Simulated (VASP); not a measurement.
# KRb3 (Pm-3m) in VASP: a series of runs

The runs below take KRb3 through single point, with LDA.

Program: VASP 6.6.1. These are calculated values, not measurements. Logs are shortened: lines on timing, memory, paths and dates and some standing lists are left out, and cuts for length are marked.

### 1 The crystal as given

It takes space group Pm-3m (No. 221, cubic). The conventional cell has a = 8.102 Å, b = 8.102 Å, c = 8.102 Å, α = 90.00°, β = 90.00°, γ = 90.00°. K (site symmetry m-3m) has 6 Rb at 4.05 Å as nearest neighbours. Rb (site symmetry 4/mmm) is surrounded by 2 K at 4.05 Å.

The cell was built by a generator and needn't be a form met in nature.

### 2 Single point, LDA

INCAR

```
SYSTEM = KRb3
PREC = Accurate
ENCUT = 520
EDIFF = 1E-6
ISMEAR = -1
SIGMA = 0.05
LREAL = .FALSE.
LASPH = .TRUE.
NELM = 100
ALGO = Fast
ISIF = 2
LWAVE = .FALSE.
LCHARG = .FALSE.
NBANDS = 26
```

KPOINTS

```
Automatic mesh
0
G
  2 2 2
  0 0 0
```

POSCAR

```
KRb3
1.0
    8.1023965024      0.0000000000      0.0000000000
    0.0000000000      8.1023965024      0.0000000000
    0.0000000000      0.0000000000      8.1023965024
K Rb
1 3
Direct
    0.0000000000      0.0000000000      0.0000000000
    0.5000000000      0.0000000000      0.0000000000
    0.0000000000      0.0000000000      0.5000000000
    0.0000000000      0.5000000000      0.0000000000
```

Potentials or basis: VASP PAW LDA potentials, release 64 (K_sv, Rb_sv).

Command:

```console
> cat potpaw_LDA.64/K_sv/POTCAR potpaw_LDA.64/Rb_sv/POTCAR > POTCAR
> mpirun -np 1 vasp_std > vasp.out
```

OUTCAR:

```text
SYSTEM = KRb3
   PREC = Accurate
   ENCUT = 520
   EDIFF = 1E-6
   ISMEAR = -1
   LREAL = .FALSE.
   LASPH = .TRUE.
   NELM = 100
   ISIF = 2

 ion  position               nearest neighbor table
   1  0.000  0.000  0.000-   2 4.05   3 4.05   4 4.05   3 4.05   4 4.05   2 4.05
   2  0.500  0.000  0.000-   1 4.05   1 4.05   4 5.73   3 5.73   4 5.73   3 5.73   3 5.73   4 5.73
                             3 5.73   4 5.73
   3  0.000  0.000  0.500-   1 4.05   1 4.05   4 5.73   2 5.73   2 5.73   4 5.73   4 5.73   4 5.73
                             2 5.73   2 5.73
   4  0.000  0.500  0.000-   1 4.05   1 4.05   3 5.73   3 5.73   2 5.73   2 5.73   3 5.73   3 5.73
                             2 5.73   2 5.73

  LATTYP: Found a simple cubic cell.
 ALAT       =     8.1023965024

  Lattice vectors:

 A1 = (   8.1023965024,   0.0000000000,   0.0000000000)
 A2 = (   0.0000000000,   8.1023965024,   0.0000000000)
 A3 = (   0.0000000000,   0.0000000000,   8.1023965024)

Analysis of symmetry for initial positions (statically):
=====================================================================
 Subroutine PRICEL returns:
 Original cell was already a primitive cell.

 Routine SETGRP: Setting up the symmetry group for a
 simple cubic supercell.

 Subroutine GETGRP returns: Found 48 space group operations
 (whereof 48 operations were pure point group operations)
 out of a pool of 48 trial point group operations.

The static configuration has the point symmetry O_h .

Analysis of symmetry for dynamics (positions and initial velocities):
=====================================================================
 Subroutine PRICEL returns:
 Original cell was already a primitive cell.

 Routine SETGRP: Setting up the symmetry group for a
 simple cubic supercell.

 Subroutine GETGRP returns: Found 48 space group operations
 (whereof 48 operations were pure point group operations)
 out of a pool of 48 trial point group operations.

The dynamic configuration has the point symmetry O_h .

 Subroutine INISYM returns: Found 48 space group operations
 (whereof 48 operations are pure point group operations),
 and found     1 'primitive' translations

----------------------------------------------------------------------------------------

                                     Primitive cell

  volume of cell :     531.9128

  direct lattice vectors                    reciprocal lattice vectors
     8.102396502  0.000000000  0.000000000     0.123420274  0.000000000  0.000000000
     0.000000000  8.102396502  0.000000000     0.000000000  0.123420274  0.000000000
     0.000000000  0.000000000  8.102396502     0.000000000  0.000000000  0.123420274

  length of vectors
     8.102396502  8.102396502  8.102396502     0.123420274  0.123420274  0.123420274

  position of ions in fractional coordinates (direct lattice)
     0.000000000  0.000000000  0.000000000
     0.500000000  0.000000000  0.000000000
     0.000000000  0.000000000  0.500000000
     0.000000000  0.500000000  0.000000000

  ion indices of the primitive-cell ions
   primitive index   ion index
                 1           1
                 2           2
                 3           3
                 4           4

----------------------------------------------------------------------------------------

 KPOINTS: Automatic mesh

Automatic generation of k-mesh.
 Grid dimensions read from file:
 generate k-points for:    2    2    2

 Generating k-lattice:

  Cartesian coordinates                     Fractional coordinates (reciprocal lattice)
     0.061710137  0.000000000  0.000000000     0.500000000  0.000000000  0.000000000
     0.000000000  0.061710137  0.000000000     0.000000000  0.500000000  0.000000000
     0.000000000  0.000000000  0.061710137     0.000000000  0.000000000  0.500000000

  Length of vectors
     0.061710137  0.061710137  0.061710137

  Shift w.r.t. Gamma in fractional coordinates (k-lattice)
     0.000000000  0.000000000  0.000000000

 Subroutine IBZKPT returns following result:
 ===========================================

 Found      4 irreducible k-points:

 Following reciprocal coordinates:
            Coordinates               Weight
  0.000000  0.000000  0.000000      1.000000
  0.500000  0.000000  0.000000      3.000000
  0.500000  0.500000  0.000000      3.000000
  0.500000  0.500000  0.500000      1.000000
   k-points           NKPTS =      4   k-points in BZ     NKDIM =      4   number of bands    NBANDS=     26
   number of dos      NEDOS =    301   number of ions     NIONS =      4
   total plane-waves  NPLWV = 216000
   dimension x,y,z NGX =    60 NGY =   60 NGZ =   60
   dimension x,y,z NGXF=   120 NGYF=  120 NGZF=  120
   ions per type =               1   3
   NGX,Y,Z   is equivalent  to a cutoff of  12.31, 12.31, 12.31 a.u.
   NGXF,Y,Z  is equivalent  to a cutoff of  24.62, 24.62, 24.62 a.u.
 SYSTEM =  KRb3
   PREC   = accura    normal or accurate (medium, high low for compatibility)
   ISTART =      0    job   : 0-new  1-cont  2-samecut
   ICHARG =      2    charge: 1-file 2-atom 10-const
   ISPIN  =      1    spin polarized calculation?
   LNONCOLLINEAR =      F non collinear calculations
   LSORBIT =      F    spin-orbit coupling
   LASPH  =      T    aspherical Exc in radial PAW
   ENCUT  =  520.0 eV  38.22 Ry    6.18 a.u.  15.07 15.07 15.07*2*pi/ulx,y,z
   NELM   =    100;   NELMIN=  2; NELMDL= -5     # of ELM steps
   EDIFF  = 0.1E-05   stopping-criterion for ELM
   LREAL  =      F    real-space projection
   EDIFFG = 0.1E-04   stopping-criterion for IOM
   NSW    =      0    number of steps for IOM
   IBRION =     -1    ionic relax: 0-MD 1-quasi-New 2-CG
   NFREE  =      0    steps in history (QN), initial steepest desc. (CG)
   ISIF   =      2    stress and relaxation
   ISYM   =      2    0-nonsym 1-usesym 2-fastsym
   POTIM  = 0.5000    time-step for ionic-motion
   TEBEG  =    0.0;   TEEND  =   0.0 temperature during run
   PSTRESS=    0.0 pullay stress
   NELECT =      36.0000    total number of electrons
   NUPDOWN=      -1.0000    fix difference up-down
   EMIN   =  10.00;   EMAX   =-10.00  energy-range for DOS
   EFERMI =   0.00;   METHOD = LEGACY
   ISMEAR =    -1;   SIGMA  =   0.05  broadening in eV -4-tet -1-fermi 0-gaus
   EFERMI_NEDOS =   21; number of points for ismear=-14 and -15
   IALGO  =     68    algorithm
   IMIX   =      4    mixing-type and parameters
     AMIX     =   0.40;   BMIX     =  1.00
     AMIX_MAG =   1.60;   BMIX_MAG =  1.00
  volume/ion in A,a.u.               =     132.98       897.38
  Fermi-wavevector in a.u.,A,eV,Ry     =   0.667158  1.260746  6.055954  0.445100
  Thomas-Fermi vector in A             =   1.741680
   LORBIT       =      0    0 simple, 1 ext, 2 COOP (PROOUT), +10 PAW based schemes
   GGA     = CA    functional components
   LHFCALC =     F    Hartree Fock is set to
   AEXX    =    0.0000 exact exchange contribution
   IVDW    =     0    specifies the selected vdW correction
   LEPSILON=     F    determine dielectric tensor
   LRPA    =     F    only Hartree local field effects (RPA)
 non-spin polarized calculation
 RMM-DIIS sequential band-by-band and
  energy-cutoff  :      520.00
  volume of cell :      531.91
 maximum number of plane-waves:     14400
   NGX = 31   NGY = 31   NGZ = 31

 number of electron      36.0000002 magnetization

 Free energy of the ion-electron system (eV)
  ---------------------------------------------------
  ext. energy  EPLUGINS =         0.00000000
  ---------------------------------------------------
  free energy    TOTEN  =        -3.31637468 eV

  energy without entropy =       -3.26246993  energy(sigma->0) =       -3.28942230

 E-fermi :  -1.1438     XC(G=0):  -4.4897

 val. band max:       -1.1986139515   @ k =   0.5000   0.5000   0.5000
 cond. band min:      -1.0314434045   @ k =   0.5000   0.5000   0.5000
 fundamental gap:      0.1671705470
 Fermi energy:        -1.1438096822

 k-point     1 :       0.0000    0.0000    0.0000
  band No.  band energies     occupation
      1     -32.9685      2.00000
      2     -30.0442      2.00000
      3     -30.0437      2.00000
      4     -30.0437      2.00000
      5     -16.7090      2.00000
      6     -16.7090      2.00000
[... 18 lines left out ...]
     25       0.5284      0.00000
     26       0.5284      0.00000

 k-point     2 :       0.5000    0.0000    0.0000
  band No.  band energies     occupation
      1     -32.9685      2.00000
      2     -30.0440      2.00000
      3     -30.0439      2.00000
      4     -30.0437      2.00000
      5     -16.7090      2.00000
      6     -16.7090      2.00000
[... 18 lines left out ...]
     25       0.6226      0.00000
     26       0.8438      0.00000

 k-point     3 :       0.5000    0.5000    0.0000
  band No.  band energies     occupation
      1     -32.9685      2.00000
      2     -30.0439      2.00000
      3     -30.0439      2.00000
      4     -30.0438      2.00000
      5     -16.7089      2.00000
      6     -16.7048      2.00000
[... 18 lines left out ...]
     25       1.0512      0.00000
     26       1.0553      0.00000

 k-point     4 :       0.5000    0.5000    0.5000
  band No.  band energies     occupation
      1     -32.9685      2.00000
      2     -30.0439      2.00000
      3     -30.0439      2.00000
      4     -30.0439      2.00000
      5     -16.7048      2.00000
      6     -16.7048      2.00000
[... 18 lines left out ...]
     25       1.9658      0.00000
     26       2.0567      0.00000

------------------------ aborting loop because EDIFF is reached ----------------------------------------

  FORCE on cell =-STRESS in cart. coord.  units (eV):
  Direction    XX          YY          ZZ          XY          YZ          ZX
  --------------------------------------------------------------------------------------
  -------------------------------------------------------------------------------------
  Total       -0.0581196     -0.0581196     -0.0581196      0.0000000     -0.0000000      0.0000000
  in kB       -0.1750623     -0.1750623     -0.1750623      0.0000000     -0.0000000      0.0000000
  external PRESSURE =      -0.1750623 kB  Pullay stress =       0.0000000 kB

 VOLUME and BASIS-vectors are now :
 -----------------------------------------------------------------------------
  energy-cutoff  :      520.00
  volume of cell :      531.91
      direct lattice vectors                 reciprocal lattice vectors
     8.102396502  0.000000000  0.000000000     0.123420274  0.000000000  0.000000000
     0.000000000  8.102396502  0.000000000     0.000000000  0.123420274  0.000000000
     0.000000000  0.000000000  8.102396502     0.000000000  0.000000000  0.123420274

 POSITION                                       TOTAL-FORCE (eV/Angst)
 -----------------------------------------------------------------------------------
      0.00000      0.00000      0.00000         0.000000      0.000000      0.000000
      4.05120      0.00000      0.00000         0.000000      0.000000      0.000000
      0.00000      0.00000      4.05120         0.000000      0.000000      0.000000
      0.00000      4.05120      0.00000         0.000000      0.000000      0.000000
 -----------------------------------------------------------------------------------
    total drift:                                0.000000      0.000000     -0.000000

  FREE ENERGIE OF THE ION-ELECTRON SYSTEM (eV)
  ---------------------------------------------------
  free  energy   TOTEN  =        -3.3163746771 eV

  energy  without entropy=       -3.2624699255  energy(sigma->0) =       -3.28942230
```

Run time: 51 s. Hardware: 1 thread of Intel Xeon 6975P-C (Granite Rapids), shared host; peak memory 0.35 GiB.

What came out:

```
Free energy            : -3.3164 eV
Pressure               : 0.0 GPa
Band gap on the k mesh : none (metal or under the smearing width)
```

Levels at points of the mesh, in eV from the Fermi level:
| k point | band 14 | band 15 | band 16 | band 17 | band 18 | band 19 | band 20 | band 21 |
| --- | --- | --- | --- | --- | --- | --- | --- | --- |
| (0.00, 0.00, 0.00) | -13.03 | -13.03 | -13.03 | -1.47 | 0.99 | 0.99 | 1.05 | 1.24 |
| (0.50, 0.00, 0.00) | -13.03 | -13.03 | -13.03 | -1.10 | -0.30 | 1.36 | 1.36 | 1.40 |
| (0.50, 0.50, 0.00) | -13.04 | -13.04 | -13.03 | -0.65 | -0.08 | -0.08 | 0.77 | 1.39 |
| (0.50, 0.50, 0.50) | -13.03 | -13.03 | -13.03 | -0.05 | 0.11 | 0.11 | 0.11 | 1.05 |

Caveat: the k mesh is coarse (spacing up to 0.39 Å⁻¹), so the values aren't converged.

(Part 1 of 2 ends here.)
